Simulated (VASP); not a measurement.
Data:

```
CELL_PARAMETERS angstrom
      0.00000     2.77489     2.77489
      2.77489     0.00000     2.77489
      2.77489     2.77489     0.00000
ATOMIC_POSITIONS crystal
  K  0.00000 0.00000 0.00000
  F  0.50000 0.50000 0.50000
```

All values below come from revPBE GGA, VASP's PBE PAW potentials (set 64) (plane waves; VASP). Settings: 520 eV cut-off, Gaussian smearing of 0.050 eV, potentials K_sv F.

Estimate the band gap (along the path) with the smallest direct gap where there is one.

| Property | Value |
|---|---|
| band gap (along the path) | 5.91 eV |
| smallest direct gap (along the path) | 5.91 eV |

The absolute energy has meaning only against runs of the same code, potentials and settings.

The compound is KF in the rock salt structure. It was relaxed first, which changed the volume by +12 %.
